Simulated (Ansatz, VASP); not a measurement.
# Ba4Si21O46 (glassy 84SiO2-16BaO (mol %)) in two plane-wave programs, part 2 of 3

Aim: how closely do two programs agree when they are given the same cell, functional and k mesh? Of the first pair: The structure shown is the start of the Ansatz relaxation below; VASP solves that cell, so the two are compared at the walk's first step.

VASP 6.6.1 and Ansatz 0.2.0.

So far: The starting structure; Ansatz: relaxation, PBE.

### Step 3. VASP: single point, PBE, start cell, pair 1

Level of this step: PBE; plane waves and PAW (Si, Ba_sv, O) (VASP).

The same cell, functional and mesh now go to VASP, with its own data sets.

Lines of VASP's logs that name or quote its potential files are left out, and so is its time.

File INCAR:

```
SYSTEM = Ba4Si21O46
PREC = Accurate
ENCUT = 520
EDIFF = 1E-06
NELM = 120
ISMEAR = 0
SIGMA = 0.01
LREAL = Auto
ALGO = Normal
GGA = PE
NBANDS = 256
LORBIT = 11
LWAVE = .FALSE.
LCHARG = .FALSE.
ISIF = 2
LASPH = .TRUE.
GGA_COMPAT = .FALSE.
EFERMI = MIDGAP
NCORE = 2
```

File POSCAR:

```
Ba4Si21O46
1.0
    9.9801400000      0.0000000000      0.0000000000
    0.0000000000      9.9801400000      0.0000000000
    0.0000000000      0.0000000000      9.9801400000
Si Ba O
21 4 46
Direct
    0.7680753977      0.9444556890      0.5711743523
    0.0944175132      0.5897412261      0.7234567852
    0.3290434804      0.8288160286      0.4821174853
    0.5966048572      0.2009891645      0.5563849806
    0.8652183236      0.0359513995      0.3042241892
    0.8890256049      0.6841787791      0.9316201977
    0.3836719725      0.0912612448      0.3505762444
    0.5322871222      0.8319322174      0.7219538002
    0.7410016292      0.8926828682      0.0804197136
    0.3988020208      0.2729821425      0.7997783598
    0.0760209777      0.2673008595      0.7444184150
    0.0274845844      0.7975038426      0.5096922488
    0.4819772067      0.0196690628      0.9688040448
    0.3181518496      0.7692477260      0.0805700120
    0.3852551167      0.5867853557      0.8276537203
    0.4411861958      0.5419763651      0.4529896374
    0.0442578962      0.7003709367      0.2126924071
    0.5831180725      0.6544597571      0.1994461000
    0.1016418607      0.1776728583      0.4503744436
    0.7246190935      0.3221698293      0.3163081881
    0.0111220885      0.4086115024      0.2590645021
    0.7573040058      0.3327909228      0.9771105415
    0.7627247714      0.5559441050      0.5938994844
    0.3610169797      0.3911668574      0.1337355989
    0.1183049536      0.0777343805      0.0555703627
    0.1721118141      0.7824439337      0.1523325324
    0.3752953365      0.9277124369      0.3670790189
    0.0645081131      0.3145046061      0.3755257942
    0.4948126980      0.7002807576      0.8034656828
    0.8632043238      0.9696356965      0.1578835567
    0.6844793760      0.7791974862      0.1783141319
    0.8129545277      0.5698417056      0.8613807021
    0.9438344552      0.6768642524      0.0877743198
    0.7728749296      0.9570206430      0.4081505871
    0.2522108908      0.1380641955      0.4365169226
    0.7089880503      0.0895578619      0.6099814231
    0.0845779719      0.5516656079      0.2555475174
    0.2531126818      0.6005827574      0.7310318292
    0.0536565619      0.1976024384      0.6003623196
    0.4184209841      0.8580641153      0.6120856020
    0.8013615039      0.8233251237      0.9467702858
    0.6184281984      0.9957475546      0.0533559649
    0.4996422896      0.5302230229      0.5963643797
    0.3728404612      0.4180302080      0.3966277026
    0.6130475124      0.3156368548      0.2148066059
    0.0347590314      0.3362477881      0.1233650029
    0.6837579433      0.3153763374      0.4769271774
    0.5012755332      0.2415396978      0.6793892671
    0.3468488418      0.6750907302      0.4464566629
    0.8079145182      0.1826427285      0.2926612252
    0.9928117241      0.7693980245      0.3511473787
    0.8478137581      0.4312264157      0.2925409864
    0.4337714701      0.7191682682      0.1750075650
    0.9838940135      0.2035542588      0.8505692305
    0.0577647207      0.4316973509      0.7324847146
    0.4397032507      0.1695366999      0.9234439597
    0.3622494274      0.9118509360      0.0122944167
    0.4105854226      0.4276994110      0.8512004842
    0.0293482857      0.6521752200      0.5868254353
    0.0125348943      0.0623538347      0.3668185015
    0.3124605466      0.6470851110      0.9714993978
    0.5282591226      0.9531229021      0.8249383275
    0.3566182438      0.1270523259      0.2017707166
    0.5127382983      0.1315512608      0.4389617781
    0.9176925374      0.8855486997      0.5882382411
    0.0277651416      0.6837078438      0.8404090524
    0.6710426908      0.8334853018      0.6365441767
    0.1737951572      0.8528337278      0.5168564770
    0.5735490684      0.5892402311      0.3487125431
    0.6044003391      0.5582386620      0.0810910468
    0.2399565537      0.2481628514      0.7765522327
```

File KPOINTS:

```
Automatic mesh
0
Gamma
1 1 1
0 0 0
```

The projector-augmented-wave data sets are Si, Ba_sv and O (PBE family, release 64).

The run is started by

```sh
$ mpirun -np 8 vasp_gam
```

Numbers of over 12 decimals in the logs are rounded to 6 here.

What it wrote:

```text
[banner, memory and clock lines left out]
running    8 mpi-ranks, on    1 nodes
[...]
LDA part: xc-table for (Slater+PW92), standard interpolation
 POSCAR, INCAR and KPOINTS ok, starting setup
[...]
entering main loop
       N       E                     dE             d eps       ncg     rms          rms(c)
DAV:   1     0.383730695972E+04    0.38373E+04   -0.23698E+05   512   0.154E+03
DAV:   2    -0.272112909702E+03   -0.41094E+04   -0.39581E+04   632   0.375E+02
DAV:   3    -0.611540332717E+03   -0.33943E+03   -0.33709E+03   608   0.115E+02
DAV:   4    -0.620574640747E+03   -0.90343E+01   -0.89981E+01   640   0.184E+01
[...]
DAV:  16    -0.539346973397E+03   -0.27818E-05   -0.28554E-04   600   0.452E-02    0.230E-02
DAV:  17    -0.539346976768E+03   -0.33709E-05   -0.57008E-05   600   0.176E-02    0.166E-02
DAV:  18    -0.539346977349E+03   -0.58107E-06   -0.71581E-06   576   0.787E-03
   1 F= -.53934698E+03 E0= -.53934698E+03  d E =0.000000E+00
```

OUTCAR, selected parts (step 3):

```text
  Total       29.7191161     38.0957551     37.6536572      5.8671161      0.0321775      9.8759032
  in kB       47.9001165     61.4012578     60.6887017      9.4563897      0.0518625     15.9175970
  external PRESSURE =      56.6633587 kB  Pullay stress =       0.0000000 kB

 POSITION                                       TOTAL-FORCE (eV/Angst)
 -----------------------------------------------------------------------------------
      7.66550      9.42580      5.70040        -0.228455      0.836588     -1.844616
      0.94230      5.88570      7.22020        -0.164096      0.122359      1.033933
      3.28390      8.27170      4.81160         0.803227     -1.112549      0.158766
      5.95420      2.00590      5.55280         0.317217     -1.130107     -1.617821
      8.63500      0.35880      3.03620        -0.508592      1.457818      2.061417
      8.87260      6.82820      9.29770         1.440303      0.559568      0.881278
      3.82910      0.91080      3.49880        -0.801181     -0.940028      1.534554
      5.31230      8.30280      7.20520        -1.654765      0.560074     -0.717015
      7.39530      8.90910      0.80260        -0.880327     -1.749121      0.352981
      3.98010      2.72440      7.98190        -1.215344     -0.103377     -0.955153
      0.75870      2.66770      7.42940         1.452046      1.239585     -0.876939
      0.27430      7.95920      5.08680         0.303409     -0.944338     -0.634599
      4.81020      0.19630      9.66880         0.263933     -2.802490     -0.810330
      3.17520      7.67720      0.80410         1.232890     -1.268277     -0.498867
[...]
-----------------------------------------------------------------------------------
    total drift:                               -0.011015      0.006032     -0.011079

  FREE ENERGIE OF THE ION-ELECTRON SYSTEM (eV)
  ---------------------------------------------------
  free  energy   TOTEN  =      -539.3469773491 eV

  energy  without entropy=     -539.3469773491  energy(sigma->0) =     -539.34697735

[... 3 further parts left out ...]
[key lines of the parts left out:]
E-fermi :   4.4097
```

Harder data sets than Ba_sv exist (the GW ones), and pressures, volumes and forces can shift noticeably with them.

### Step 4. Comparison

Known differences besides the potentials themselves: fixed occupations in Ansatz, narrow Gaussian smearing in VASP; the cutoff is 420 eV in Ansatz and 520 eV in VASP (PREC = Accurate, projectors in real space). Total energies have different zeros and are not compared.

Forces on 9 of the 71 atoms, those with the largest forces and the largest differences (eV/Å; atoms numbered as in POSCAR):

| atom | Ansatz x, y, z | VASP x, y, z |
| --- | --- | --- |
| Si13 | 0.285, -2.841, -0.832 | 0.264, -2.802, -0.810 |
| Ba23 | -1.109, -0.089, -0.133 | -1.010, -0.084, -0.168 |
| Ba24 | 0.805, 0.361, 1.870 | 0.731, 0.388, 1.776 |
| O32 | -2.018, -2.489, -0.950 | -2.033, -2.482, -0.959 |
| O43 | 2.194, 0.032, 2.893 | 2.098, 0.027, 2.964 |
| O44 | -1.562, -2.444, -2.209 | -1.600, -2.514, -2.156 |
| O45 | -2.503, 0.208, -2.861 | -2.564, 0.194, -2.859 |
| O46 | 0.361, -1.618, -2.513 | 0.357, -1.614, -2.573 |
| O70 | 0.324, -2.557, -1.994 | 0.343, -2.595, -2.068 |

The forces differ by 29 meV/Å r.m.s., which is 2.8 % of the r.m.s. force of 1.052 eV/Å (both taken over all components).

### Step 5. Ansatz: relaxation, PBE

This run makes the geometry at which the two programs are then compared. The cell compared in this pair holds 999.75 Å³, against 994.05 Å³ for the pair before.

The structure compared here is the end of the Ansatz relaxation.

File input.yaml:

```yaml
crystal:
  lattice:
    - [9.98014, 0.0, 0.0]
    - [0.0, 9.98014, 0.0]
    - [0.0, 0.0, 9.98014]
  atoms:
    - { symbol: Si, position: [0.76808, 0.94446, 0.57117] }
    - { symbol: Si, position: [0.09442, 0.58974, 0.72346] }
    - { symbol: Si, position: [0.32904, 0.82882, 0.48212] }
    - { symbol: Si, position: [0.5966, 0.20099, 0.55639] }
    - { symbol: Si, position: [0.86522, 0.03595, 0.30422] }
    - { symbol: Si, position: [0.88903, 0.68418, 0.93162] }
    - { symbol: Si, position: [0.38367, 0.09126, 0.35058] }
    - { symbol: Si, position: [0.53229, 0.83193, 0.72195] }
    - { symbol: Si, position: [0.741, 0.89268, 0.08042] }
    - { symbol: Si, position: [0.3988, 0.27298, 0.79978] }
    - { symbol: Si, position: [0.07602, 0.2673, 0.74442] }
    - { symbol: Si, position: [0.02748, 0.7975, 0.50969] }
    - { symbol: Si, position: [0.48198, 0.01967, 0.9688] }
    - { symbol: Si, position: [0.31815, 0.76925, 0.08057] }
    - { symbol: Si, position: [0.38526, 0.58679, 0.82765] }
    - { symbol: Si, position: [0.44119, 0.54198, 0.45299] }
    - { symbol: Si, position: [0.04426, 0.70037, 0.21269] }
    - { symbol: Si, position: [0.58312, 0.65446, 0.19945] }
    - { symbol: Si, position: [0.10164, 0.17767, 0.45037] }
    - { symbol: Si, position: [0.72462, 0.32217, 0.31631] }
    - { symbol: Si, position: [0.01112, 0.40861, 0.25906] }
    - { symbol: Ba, position: [0.7573, 0.33279, 0.97711] }
    - { symbol: Ba, position: [0.76272, 0.55594, 0.5939] }
    - { symbol: Ba, position: [0.36102, 0.39117, 0.13374] }
    - { symbol: Ba, position: [0.1183, 0.07773, 0.05557] }
    - { symbol: O, position: [0.17211, 0.78244, 0.15233] }
    - { symbol: O, position: [0.3753, 0.92771, 0.36708] }
    - { symbol: O, position: [0.06451, 0.3145, 0.37553] }
    - { symbol: O, position: [0.49481, 0.70028, 0.80347] }
    - { symbol: O, position: [0.8632, 0.96964, 0.15788] }
    - { symbol: O, position: [0.68448, 0.7792, 0.17831] }
    - { symbol: O, position: [0.81295, 0.56984, 0.86138] }
    - { symbol: O, position: [0.94383, 0.67686, 0.08777] }
    - { symbol: O, position: [0.77287, 0.95702, 0.40815] }
    - { symbol: O, position: [0.25221, 0.13806, 0.43652] }
    - { symbol: O, position: [0.70899, 0.08956, 0.60998] }
    - { symbol: O, position: [0.08458, 0.55167, 0.25555] }
    - { symbol: O, position: [0.25311, 0.60058, 0.73103] }
    - { symbol: O, position: [0.05366, 0.1976, 0.60036] }
    - { symbol: O, position: [0.41842, 0.85806, 0.61209] }
    - { symbol: O, position: [0.80136, 0.82333, 0.94677] }
    - { symbol: O, position: [0.61843, 0.99575, 0.05336] }
    - { symbol: O, position: [0.49964, 0.53022, 0.59636] }
    - { symbol: O, position: [0.37284, 0.41803, 0.39663] }
    - { symbol: O, position: [0.61305, 0.31564, 0.21481] }
    - { symbol: O, position: [0.03476, 0.33625, 0.12337] }
    - { symbol: O, position: [0.68376, 0.31538, 0.47693] }
    - { symbol: O, position: [0.50128, 0.24154, 0.67939] }
    - { symbol: O, position: [0.34685, 0.67509, 0.44646] }
    - { symbol: O, position: [0.80791, 0.18264, 0.29266] }
    - { symbol: O, position: [0.99281, 0.7694, 0.35115] }
    - { symbol: O, position: [0.84781, 0.43123, 0.29254] }
    - { symbol: O, position: [0.43377, 0.71917, 0.17501] }
    - { symbol: O, position: [0.98389, 0.20355, 0.85057] }
    - { symbol: O, position: [0.05776, 0.4317, 0.73248] }
    - { symbol: O, position: [0.4397, 0.16954, 0.92344] }
    - { symbol: O, position: [0.36225, 0.91185, 0.01229] }
    - { symbol: O, position: [0.41059, 0.4277, 0.8512] }
    - { symbol: O, position: [0.02935, 0.65218, 0.58683] }
    - { symbol: O, position: [0.01253, 0.06235, 0.36682] }
    - { symbol: O, position: [0.31246, 0.64709, 0.9715] }
    - { symbol: O, position: [0.52826, 0.95312, 0.82494] }
    - { symbol: O, position: [0.35662, 0.12705, 0.20177] }
    - { symbol: O, position: [0.51274, 0.13155, 0.43896] }
    - { symbol: O, position: [0.91769, 0.88555, 0.58824] }
    - { symbol: O, position: [0.02777, 0.68371, 0.84041] }
    - { symbol: O, position: [0.67104, 0.83349, 0.63654] }
    - { symbol: O, position: [0.1738, 0.85283, 0.51686] }
    - { symbol: O, position: [0.57355, 0.58924, 0.34871] }
    - { symbol: O, position: [0.6044, 0.55824, 0.08109] }
    - { symbol: O, position: [0.23996, 0.24816, 0.77655] }
kpoints:
  mp_grid: { grid: [1, 1, 1] }
hamiltonian:
  xc: pbe
  pseudopotentials: { kind: paw, azcp: { folder: soft_1 } }
scf:
  occupations: { method: fixed }
output:
  forces: true
relax:
  f_tol: 0.05
  max_steps: 150
  cell: {}
```

The run is started by

```sh
$ ansatz run input.yaml --threads 4 --pin off --max-ram 8192MiB --backend cpu --events-out ev --progress --plain --runs-dir out
```

What it wrote:

```text
[...]
Crystal: 71 atoms, lattice volume = 994.054 Å³
Basis set: ecut = 420 eV, 19549 PW (Γ), exchange–correlation on 144×144×144 points (8 copies of the dense FFT grid, shifted against one another)
Bands: 271, of which v1, the nominal top of the filled ones, is band 200 counted from 1 (199 counted from 0)
Symmetry: 1 space group operations
[...]
k-points: 1
[...]
- { symbol: O, position: [0.088921, 0.320290, 0.386651] }
    - { symbol: O, position: [0.509432, 0.701875, 0.797614] }
    - { symbol: O, position: [0.861166, 0.997596, 0.150785] }
    - { symbol: O, position: [0.681274, 0.797613, 0.184845] }
    - { symbol: O, position: [0.804219, 0.580904, 0.861764] }
    - { symbol: O, position: [0.938143, 0.667093, 0.090868] }
[...]
- { symbol: O, position: [0.157676, 0.862740, 0.531939] }
    - { symbol: O, position: [0.572123, 0.627318, 0.372347] }
    - { symbol: O, position: [0.624679, 0.546109, 0.109002] }
    - { symbol: O, position: [0.237250, 0.249408, 0.769235] }
[key lines of the parts left out:]
P = ⅓ Tr σ = -0.0155 GPa (-0.155 kbar)
```

(Continued in part 3 of 3.)

[Lines on the potential files, build, host, timing and source positions are cut from VASP's logs without a mark.]

[Logs are printed without paths, hosts, clocks, repeated set-up lines and the standing remarks that a program may print on its own settings, such as how far it seeks lower states.]

[Hosts, paths, dates, database ids (printed as entryN), source tags and the programs' standing remarks are cut or masked in the printed files.]
